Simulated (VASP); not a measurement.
# Cd3Os (Pm-3m) in VASP: notebook

One crystal, Cd3Os, is run at these levels: PBE; tasks: single point, relaxation of cell and atoms.

Everything below comes from runs of VASP 6.6.1. Logs are shortened: lines on timing, memory, paths and dates and some standing lists are left out, and cuts for length are marked.

### 1 The cell of the first run

The structure is cubic, space group Pm-3m (No. 221). The conventional cell has a = 4.191 Å, b = 4.191 Å, c = 4.191 Å, α = 90.00°, β = 90.00°, γ = 90.00°. Cd (site symmetry 4/mmm) has 8 Cd at 2.96 Å and 4 Os at 2.96 Å as nearest neighbours. Os (site symmetry m-3m) has 12 Cd at 2.96 Å as nearest neighbours.

The cell was built by a generator and needn't be a form met in nature.

### 2 Single point, PBE (species swapped into the HoPt3 type (Pm-3m, No. 221))

INCAR

```
SYSTEM = Cd3Os
PREC = Accurate ; ENCUT = 520
EDIFF = 1E-7 ; ISMEAR = 0
SIGMA = 0.1 ; LREAL = .FALSE.
LASPH = .TRUE. ; NELM = 100
ALGO = Normal ; ISIF = 2
LWAVE = .FALSE. ; LCHARG = .TRUE.
GGA = PE ; LELF = .TRUE.
LVHAR = .TRUE. ; NBANDS = 30
```

KPOINTS

```
regular mesh
0
G
  4 4 4
  0 0 0
```

POSCAR

```
Cd3Os
1.0
    4.1913654951      0.0000000000      0.0000000000
    0.0000000000      4.1913654951      0.0000000000
    0.0000000000      0.0000000000      4.1913654951
Cd Os
3 1
Direct
    0.0000000000      0.5000000000      0.5000000000
    0.5000000000      0.0000000000      0.5000000000
    0.5000000000      0.5000000000      0.0000000000
    0.0000000000      0.0000000000      0.0000000000
```

Potentials or basis: VASP PAW PBE potentials, release 64 (Cd, Os).

Launch:

```bash
cat potpaw_PBE.64/Cd/POTCAR potpaw_PBE.64/Os/POTCAR > POTCAR
mpirun -np 1 vasp_std > vasp.out
```

OUTCAR:

```text
SYSTEM = Cd3Os
   PREC = Accurate
   ENCUT = 520
   EDIFF = 1E-7
   ISMEAR = 0
   LREAL = .FALSE.
   LASPH = .TRUE.
   NELM = 100
   ISIF = 2
   GGA = PE

 ion  position               nearest neighbor table
   1  0.000  0.500  0.500-   2 2.96   3 2.96   4 2.96   3 2.96   4 2.96   2 2.96   4 2.96   4 2.96
                             2 2.96   3 2.96   3 2.96   2 2.96
   2  0.500  0.000  0.500-   1 2.96   3 2.96   4 2.96   3 2.96   4 2.96   1 2.96   3 2.96   3 2.96
                             1 2.96   4 2.96   4 2.96   1 2.96
   3  0.500  0.500  0.000-   1 2.96   2 2.96   4 2.96   1 2.96   2 2.96   2 2.96   4 2.96   2 2.96
                             1 2.96   4 2.96   1 2.96   4 2.96
   4  0.000  0.000  0.000-   1 2.96   2 2.96   3 2.96   1 2.96   2 2.96   1 2.96   3 2.96   1 2.96
                             2 2.96   3 2.96   2 2.96   3 2.96

  LATTYP: Found a simple cubic cell.
 ALAT       =     4.1913654951

  Lattice vectors:

 A1 = (   4.1913654951,   0.0000000000,   0.0000000000)
 A2 = (   0.0000000000,   4.1913654951,   0.0000000000)
 A3 = (   0.0000000000,   0.0000000000,   4.1913654951)

Analysis of symmetry for initial positions (statically):
=====================================================================
 Subroutine PRICEL returns:
 Original cell was already a primitive cell.

 Routine SETGRP: Setting up the symmetry group for a
 simple cubic supercell.

 Subroutine GETGRP returns: Found 48 space group operations
 (whereof 48 operations were pure point group operations)
 out of a pool of 48 trial point group operations.

The static configuration has the point symmetry O_h .

Analysis of symmetry for dynamics (positions and initial velocities):
=====================================================================
 Subroutine PRICEL returns:
 Original cell was already a primitive cell.

 Routine SETGRP: Setting up the symmetry group for a
 simple cubic supercell.

 Subroutine GETGRP returns: Found 48 space group operations
 (whereof 48 operations were pure point group operations)
 out of a pool of 48 trial point group operations.

The dynamic configuration has the point symmetry O_h .

 Subroutine INISYM returns: Found 48 space group operations
 (whereof 48 operations are pure point group operations),
 and found     1 'primitive' translations

----------------------------------------------------------------------------------------

                                     Primitive cell

  volume of cell :      73.6320

  direct lattice vectors                    reciprocal lattice vectors
     4.191365495  0.000000000  0.000000000     0.238585731  0.000000000  0.000000000
     0.000000000  4.191365495  0.000000000     0.000000000  0.238585731  0.000000000
     0.000000000  0.000000000  4.191365495     0.000000000  0.000000000  0.238585731

  length of vectors
     4.191365495  4.191365495  4.191365495     0.238585731  0.238585731  0.238585731

  position of ions in fractional coordinates (direct lattice)
     0.000000000  0.500000000  0.500000000
     0.500000000  0.000000000  0.500000000
     0.500000000  0.500000000  0.000000000
     0.000000000  0.000000000  0.000000000

  ion indices of the primitive-cell ions
   primitive index   ion index
                 1           1
                 2           2
                 3           3
                 4           4

----------------------------------------------------------------------------------------

 KPOINTS: regular mesh

Automatic generation of k-mesh.
 Grid dimensions read from file:
 generate k-points for:    4    4    4

 Generating k-lattice:

  Cartesian coordinates                     Fractional coordinates (reciprocal lattice)
     0.059646433  0.000000000  0.000000000     0.250000000  0.000000000  0.000000000
     0.000000000  0.059646433  0.000000000     0.000000000  0.250000000  0.000000000
     0.000000000  0.000000000  0.059646433     0.000000000  0.000000000  0.250000000

  Length of vectors
     0.059646433  0.059646433  0.059646433

  Shift w.r.t. Gamma in fractional coordinates (k-lattice)
     0.000000000  0.000000000  0.000000000

 Subroutine IBZKPT returns following result:
 ===========================================

 Found     10 irreducible k-points:

 Following reciprocal coordinates:
            Coordinates               Weight
  0.000000  0.000000  0.000000      1.000000
  0.250000  0.000000  0.000000      6.000000
  0.500000  0.000000  0.000000      3.000000
  0.250000  0.250000  0.000000     12.000000
  0.500000  0.250000  0.000000     12.000000
  0.500000  0.500000  0.000000      3.000000
  0.250000  0.250000  0.250000      8.000000
  0.500000  0.250000  0.250000     12.000000
  0.500000  0.500000  0.250000      6.000000
  0.500000  0.500000  0.500000      1.000000
   k-points           NKPTS =     10   k-points in BZ     NKDIM =     10   number of bands    NBANDS=     30
   number of dos      NEDOS =    301   number of ions     NIONS =      4
   total plane-waves  NPLWV =  32768
   dimension x,y,z NGX =    32 NGY =   32 NGZ =   32
   dimension x,y,z NGXF=    64 NGYF=   64 NGZF=   64
   ions per type =               3   1
   NGX,Y,Z   is equivalent  to a cutoff of  12.69, 12.69, 12.69 a.u.
   NGXF,Y,Z  is equivalent  to a cutoff of  25.38, 25.38, 25.38 a.u.
 SYSTEM =  Cd3Os
   PREC   = accura    normal or accurate (medium, high low for compatibility)
   ISTART =      0    job   : 0-new  1-cont  2-samecut
   ICHARG =      2    charge: 1-file 2-atom 10-const
   ISPIN  =      1    spin polarized calculation?
   LNONCOLLINEAR =      F non collinear calculations
   LSORBIT =      F    spin-orbit coupling
   LASPH  =      T    aspherical Exc in radial PAW
   ENCUT  =  520.0 eV  38.22 Ry    6.18 a.u.   7.79  7.79  7.79*2*pi/ulx,y,z
   NELM   =    100;   NELMIN=  2; NELMDL= -5     # of ELM steps
   EDIFF  = 0.1E-06   stopping-criterion for ELM
   LREAL  =      F    real-space projection
   EDIFFG = 0.1E-05   stopping-criterion for IOM
   NSW    =      0    number of steps for IOM
   IBRION =     -1    ionic relax: 0-MD 1-quasi-New 2-CG
   NFREE  =      0    steps in history (QN), initial steepest desc. (CG)
   ISIF   =      2    stress and relaxation
   ISYM   =      2    0-nonsym 1-usesym 2-fastsym
   POTIM  = 0.5000    time-step for ionic-motion
   TEBEG  =    0.0;   TEEND  =   0.0 temperature during run
   PSTRESS=    0.0 pullay stress
   NELECT =      44.0000    total number of electrons
   NUPDOWN=      -1.0000    fix difference up-down
   EMIN   =  10.00;   EMAX   =-10.00  energy-range for DOS
   EFERMI =   0.00;   METHOD = LEGACY
   ISMEAR =     0;   SIGMA  =   0.10  broadening in eV -4-tet -1-fermi 0-gaus
   EFERMI_NEDOS =   21; number of points for ismear=-14 and -15
   IALGO  =     38    algorithm
   IMIX   =      4    mixing-type and parameters
     AMIX     =   0.40;   BMIX     =  1.00
     AMIX_MAG =   1.60;   BMIX_MAG =  1.00
  volume/ion in A,a.u.               =      18.41       124.22
  Fermi-wavevector in a.u.,A,eV,Ry     =   1.378913  2.605768 25.870131  1.901401
  Thomas-Fermi vector in A             =   2.503931
   LORBIT       =      0    0 simple, 1 ext, 2 COOP (PROOUT), +10 PAW based schemes
   GGA     = PE    functional components
   LHFCALC =     F    Hartree Fock is set to
   AEXX    =    0.0000 exact exchange contribution
   IVDW    =     0    specifies the selected vdW correction
   LEPSILON=     F    determine dielectric tensor
   LRPA    =     F    only Hartree local field effects (RPA)
 non-spin polarized calculation
 Gauss-broadening in eV      SIGMA  =   0.10
  energy-cutoff  :      520.00
  volume of cell :       73.63
 maximum number of plane-waves:      2000
 NGX is ok and might be reduce to    32
   NGX = 15   NGY = 15   NGZ = 15

 number of electron      44.0000043 magnetization

 Free energy of the ion-electron system (eV)
  ---------------------------------------------------
  ext. energy  EPLUGINS =         0.00000000
  ---------------------------------------------------
  free energy    TOTEN  =       -11.64057764 eV

  energy without entropy =      -11.62571221  energy(sigma->0) =      -11.63314493

 E-fermi :   4.0684     XC(G=0): -12.0416

 val. band max:        4.0158712788   @ k =   0.2500   0.2500   0.0000
 cond. band min:       4.0934799483   @ k =   0.5000   0.5000   0.0000
 fundamental gap:      0.0776086695
 Fermi energy:         4.0684185720

 k-point     1 :       0.0000    0.0000    0.0000
  band No.  band energies     occupation
      1      -6.0186      2.00000
      2      -5.6832      2.00000
      3      -5.6832      2.00000
      4      -5.6832      2.00000
      5      -5.3167      2.00000
      6      -5.3167      2.00000
[... 22 lines left out ...]
     29      12.1466      0.00000
     30      12.1466      0.00000

 k-point     2 :       0.2500    0.0000    0.0000
  band No.  band energies     occupation
      1      -5.7957      2.00000
      2      -5.6073      2.00000
      3      -5.4730      2.00000
      4      -5.4730      2.00000
      5      -5.2213      2.00000
      6      -5.1007      2.00000
[... 22 lines left out ...]
     29      11.2263      0.00000
     30      12.2538      0.00000

 k-point     3 :       0.5000    0.0000    0.0000
  band No.  band energies     occupation
      1      -5.5162      2.00000
      2      -5.4818      2.00000
      3      -5.0916      2.00000
      4      -4.9937      2.00000
      5      -4.9937      2.00000
      6      -4.8224      2.00000
[... 22 lines left out ...]
     29       9.3782      0.00000
     30      12.2979      0.00000

 k-point     4 :       0.2500    0.2500    0.0000
  band No.  band energies     occupation
      1      -5.6280      2.00000
      2      -5.4786      2.00000
      3      -5.3447      2.00000
      4      -5.3417      2.00000
      5      -5.0642      2.00000
      6      -4.9358      2.00000
[... 154 lines left out ...]
     29      13.1991      0.00000
     30      14.3121      0.00000

 k-point     9 :       0.5000    0.5000    0.2500
  band No.  band energies     occupation
      1      -5.4095      2.00000
      2      -5.4010      2.00000
      3      -5.4010      2.00000
      4      -5.3991      2.00000
      5      -4.9456      2.00000
      6      -4.9456      2.00000
[... 22 lines left out ...]
     29      14.8872      0.00000
     30      15.6858      0.00000

 k-point    10 :       0.5000    0.5000    0.5000
  band No.  band energies     occupation
      1      -5.6211      2.00000
      2      -5.5658      2.00000
      3      -5.5658      2.00000
      4      -5.5658      2.00000
      5      -4.9597      2.00000
      6      -4.9597      2.00000
[... 22 lines left out ...]
     29      17.9657      0.00000
     30      18.1148      0.00000

------------------------ aborting loop because EDIFF is reached ----------------------------------------

  FORCE on cell =-STRESS in cart. coord.  units (eV):
  Direction    XX          YY          ZZ          XY          YZ          ZX
  --------------------------------------------------------------------------------------
  -------------------------------------------------------------------------------------
  Total        0.2597898      0.2597898      0.2597898      0.0000000      0.0000000     -0.0000000
  in kB        5.6528318      5.6528318      5.6528318      0.0000000      0.0000000     -0.0000000
  external PRESSURE =       5.6528318 kB  Pullay stress =       0.0000000 kB

 VOLUME and BASIS-vectors are now :
 -----------------------------------------------------------------------------
  energy-cutoff  :      520.00
  volume of cell :       73.63
      direct lattice vectors                 reciprocal lattice vectors
     4.191365495  0.000000000  0.000000000     0.238585731  0.000000000  0.000000000
     0.000000000  4.191365495  0.000000000     0.000000000  0.238585731  0.000000000
     0.000000000  0.000000000  4.191365495     0.000000000  0.000000000  0.238585731

 POSITION                                       TOTAL-FORCE (eV/Angst)
 -----------------------------------------------------------------------------------
      0.00000      2.09568      2.09568         0.000000      0.000000      0.000000
      2.09568      0.00000      2.09568         0.000000      0.000000      0.000000
      2.09568      2.09568      0.00000         0.000000      0.000000      0.000000
      0.00000      0.00000      0.00000         0.000000      0.000000      0.000000
 -----------------------------------------------------------------------------------
    total drift:                                0.000000     -0.000000     -0.000000

  FREE ENERGIE OF THE ION-ELECTRON SYSTEM (eV)
  ---------------------------------------------------
  free  energy   TOTEN  =       -11.6405776436 eV

  energy  without entropy=      -11.6257122100  energy(sigma->0) =      -11.63314493
```

Wall time 39 s (1 thread of Intel Xeon Platinum 8175M at 2.50GHz (Skylake/Cascade Lake), shared host); peak memory 0.18 GiB.

What came out:

```yaml
Free_energy: -11.6406 eV
Pressure: 0.6 GPa
Band_gap_on_the_k_mesh: none (metal or under the smearing width)
```

Levels at points of the mesh, in eV from the Fermi level:
```csv
k point,band 18,band 19,band 20,band 21,band 22,band 23,band 24,band 25,band 26,band 27
"(0.00, 0.00, 0.00)",-1.69,-0.22,-0.22,-0.22,-0.08,-0.08,-0.08,3.80,5.17,5.17
"(0.50, 0.00, 0.00)",-1.78,-1.78,-1.69,-0.51,-0.29,3.50,3.93,3.93,4.64,4.64
"(0.50, 0.50, 0.00)",-3.45,-3.45,-1.40,-1.40,-0.38,0.03,0.85,5.63,6.59,6.59
"(0.50, 0.50, 0.50)",-2.84,-2.66,-1.56,-1.56,-1.56,-0.07,-0.07,1.13,2.98,2.98
```

Caveat: the k mesh is coarse (spacing up to 0.37 Å⁻¹), so the values aren't converged. The run has no spin-orbit coupling, so splittings on Os are missing.

### 3 Relaxation of cell and atoms, PBE (species swapped into the HoPt3 type (Pm-3m, No. 221))

INCAR

```
PREC     = Accurate       # precision mode
ENCUT    = 600            # plane-wave cutoff, eV
EDIFF    = 1E-6           # SCF threshold, eV
ISMEAR   = 0              # smearing method
SIGMA    = 0.1            # smearing width, eV
LREAL    = F              # projectors in reciprocal space
LASPH    = T              # aspherical terms in the spheres
NELM     = 60             # most SCF steps
ALGO     = Normal         # electronic algorithm
ISIF     = 3              # what is computed and relaxed
LWAVE    = F              # write WAVECAR
LCHARG   = F              # write CHGCAR
GGA      = PE             # functional
IBRION   = 2              # ionic algorithm
NSW      = 90             # ionic steps
EDIFFG   = -0.04          # ionic threshold
```

KPOINTS

```
regular mesh
0
Gamma
  4 4 4
```

POSCAR

```
Cd3Os
1.0
    4.3001274400      0.0000000000      0.0000000000
    0.0000000000      4.3001274400      0.0000000000
    0.0000000000      0.0000000000      4.3001274400
Cd Os
3 1
Direct
    0.0000000000      0.5000000000      0.5000000000
    0.5000000000      0.0000000000      0.5000000000
    0.5000000000      0.5000000000      0.0000000000
    0.0000000000      0.0000000000      0.0000000000
```

Potentials or basis: VASP PAW PBE potentials, release 64 (Cd, Os).

Launch:

```bash
cat potpaw_PBE.64/Cd/POTCAR potpaw_PBE.64/Os/POTCAR > POTCAR
mpirun -np 1 vasp_std > vasp.out
```

Wall time 77 s (1 thread of AMD EPYC 7R13 (Zen 3), shared host); peak memory 0.19 GiB.

It converged, with:

| Property | Result |
| --- | --- |
| Free energy | -11.6442 eV |
| Relaxed volume | 18.49 Å³/atom |
| Relaxed cell | a = 4.198 Å, b = 4.198 Å, c = 4.198 Å, α = 90.00°, β = 90.00°, γ = 90.00° |
| Space group after relaxing (to 0.05 Å) | Pm-3m (No. 221) |
| Energy gained by relaxing | 31.3 meV/atom |
| Ionic steps | 3 |
| Pressure after relaxing | 0.0 GPa |
| Band gap on the k mesh | none (metal or under the smearing width) |

Step by step:
```csv
step,energy change (eV),largest force (eV/Å),pressure (GPa),volume (Å³)
1,0.0000,0.0000,-6.65,79.51
2,-0.0583,0.0000,6.38,70.40
3,-0.1251,0.0000,-0.03,73.98
```

Final structure:
```yaml
crystal:
  lattice:
    - [4.19791, 0.00000, 0.00000]
    - [0.00000, 4.19791, 0.00000]
    - [0.00000, 0.00000, 4.19791]
  atoms:
    - { symbol: Cd, position: [0.00000, 0.50000, 0.50000] }
    - { symbol: Cd, position: [0.50000, 0.00000, 0.50000] }
    - { symbol: Cd, position: [0.50000, 0.50000, 0.00000] }
    - { symbol: Os, position: [0.00000, 0.00000, 0.00000] }
```

Levels at points of the mesh, in eV from the Fermi level:
| k point | band 20 | band 21 | band 22 | band 23 | band 24 | band 25 |
| --- | --- | --- | --- | --- | --- | --- |
| (0.00, 0.00, 0.00) | -0.22 | -0.22 | -0.07 | -0.07 | -0.07 | 3.77 |
| (0.50, 0.00, 0.00) | -1.68 | -0.51 | -0.29 | 3.47 | 3.92 | 3.92 |
| (0.50, 0.50, 0.00) | -1.39 | -1.39 | -0.37 | 0.02 | 0.85 | 5.61 |
| (0.50, 0.50, 0.50) | -1.55 | -1.55 | -1.55 | -0.07 | -0.07 | 1.11 |

Caveat: the k mesh is coarse (spacing up to 0.37 Å⁻¹), so the values aren't converged.
